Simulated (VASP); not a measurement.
```
CELL_PARAMETERS angstrom
      5.44852     0.00000     0.00000
      0.00000     5.44852     0.00000
      0.00000     0.00000     5.44852
ATOMIC_POSITIONS crystal
  Cd 0.00000 0.00000 0.00000
  Se 0.27276 0.27276 0.27276
  Se 0.72724 0.72724 0.27276
  Se 0.72724 0.27276 0.72724
  Se 0.27276 0.72724 0.72724
  Be 0.50000 0.50000 0.00000
  Be 0.50000 0.00000 0.50000
  Be 0.00000 0.50000 0.50000
```

Level of theory: PBE GGA, VASP's PBE PAW potentials (set 64) (plane waves; VASP 6.6.1). Settings: 400 eV cut-off, Gaussian smearing of 0.050 eV, potentials Cd Se Be.

Q: Give the energies of bands 12 to 25 at the high-symmetry points, in eV from the valence-band maximum.

A: 
```csv
band,Γ,X,M,R
12,-4.68,-3.61,-4.18,-5.18
13,-2.52,-3.11,-3.91,-5.18
14,-2.52,-3.11,-3.09,-1.68
15,-2.52,-3.03,-2.68,-1.68
16,-2.42,-3.02,-2.68,-1.23
17,-2.42,-2.54,-2.54,-1.23
18,-2.42,-1.78,-1.88,-1.23
19,0.00,-1.78,-1.05,-0.36
20,0.00,-0.84,-0.61,-0.36
21,0.00,-0.84,-0.61,-0.36
22,2.60,3.39,4.27,3.05
23,2.80,4.01,4.27,3.44
24,2.80,4.65,4.28,3.44
25,2.80,4.77,5.17,3.44
```

The gap is direct, 2.60 eV, from the valence maximum at Γ to the conduction minimum at Γ.

The structure was generated: Be3CdSe4 was put into an ordered model structure (P-43m), which need not be its known phase. It was relaxed first.
